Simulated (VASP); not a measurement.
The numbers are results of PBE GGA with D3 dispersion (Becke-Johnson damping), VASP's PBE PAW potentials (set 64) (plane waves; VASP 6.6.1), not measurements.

The input files of a VASP run:

**KPOINTS**
```
Automatic mesh
0
Gamma
7 7 7
0 0 0
```

INCAR:
```
SIGMA = 0.05   # width (eV)
GGA = PE   # PBE
LREAL = .FALSE.   # projection in real space or not
LASPH = .TRUE.
NELM = 100   # most electronic steps
SYSTEM = NaI
ENCUT = 520
ISIF = 2   # forces and stress, cell fixed
ISMEAR = 0   # Gaussian
LMAXMIX = 4
LCHARG = .FALSE.
IVDW = 12   # D3, Becke-Johnson
PREC = Accurate
LWAVE = .FALSE.
EDIFF = 1E-7   # SCF stop (eV)
ALGO = Normal   # blocked Davidson
```

File POSCAR:
```
NaI
1
    0.0000000000     3.2149896588     3.2149896588
    3.2149896588     0.0000000000     3.2149896588
    3.2149896588     3.2149896588     0.0000000000
Na I
1 1
Direct
  0.0000000000   0.0000000000   0.0000000000
  0.5000000000   0.5000000000   0.5000000000
```

POTCAR, in this order: Na_pv I (PBE.64 set). Program: vasp_std.

The resulting files:

File OSZICAR:
```
       N       E                     dE             d eps       ncg     rms          rms(c)
DAV:   1     0.766428328821E+02    0.76643E+02   -0.68397E+03   448   0.116E+03
DAV:   2     0.100645412088E+01   -0.75636E+02   -0.70313E+02   489   0.231E+02
DAV:   3    -0.524689156403E+01   -0.62533E+01   -0.62167E+01   530   0.667E+01
DAV:   4    -0.543947424831E+01   -0.19258E+00   -0.19245E+00   531   0.122E+01
DAV:   5    -0.544485906446E+01   -0.53848E-02   -0.53847E-02   522   0.217E+00    0.166E+00
DAV:   6    -0.538631184401E+01    0.58547E-01   -0.82835E-02   497   0.195E+00    0.114E+00
DAV:   7    -0.537796377403E+01    0.83481E-02   -0.71189E-02   518   0.167E+00    0.585E-01
DAV:   8    -0.537993915855E+01   -0.19754E-02   -0.49580E-03   473   0.694E-01    0.151E-01
DAV:   9    -0.537990779833E+01    0.31360E-04   -0.14138E-04   500   0.134E-01    0.404E-02
DAV:  10    -0.537992168282E+01   -0.13884E-04   -0.38789E-05   500   0.789E-02    0.682E-03
DAV:  11    -0.537992192899E+01   -0.24617E-06   -0.44946E-06   476   0.253E-02    0.245E-03
DAV:  12    -0.537992215135E+01   -0.22237E-06   -0.56240E-07   500   0.595E-03    0.110E-03
DAV:  13    -0.537992220102E+01   -0.49662E-07   -0.84904E-09   304   0.107E-03
   1 F= -.58963630E+01 E0= -.58963630E+01  d E =-.936795E-11
```

File OUTCAR:
```
------------------------ aborting loop because EDIFF is reached ----------------------------------------
 Edisp (eV)   -0.51644
  FORCE on cell =-STRESS in cart. coord.  units (eV):
  Direction    XX          YY          ZZ          XY          YZ          ZX
  --------------------------------------------------------------------------------------
  Total      -0.23572    -0.23572    -0.23572     0.00000     0.00000     0.00000
  in kB      -5.68246    -5.68246    -5.68246     0.00000     0.00000     0.00000
  external pressure =       -5.68 kB  Pullay stress =        0.00 kB
  volume of cell :       66.46
      direct lattice vectors                 reciprocal lattice vectors
     0.000000000  3.214989659  3.214989659    -0.155521496  0.155521496  0.155521496
     3.214989659  0.000000000  3.214989659     0.155521496 -0.155521496  0.155521496
     3.214989659  3.214989659  0.000000000     0.155521496  0.155521496 -0.155521496
  FREE ENERGIE OF THE ION-ELECTRON SYSTEM (eV)
  ---------------------------------------------------
  free  energy   TOTEN  =        -5.8963630346 eV

  energy  without entropy=       -5.8963630346  energy(sigma->0) =       -5.89636303
```
(Selected blocks of OUTCAR.)

The compound is NaI in the rock salt structure. This cell is one point of a volume scan, at 1.03 of the reference volume.
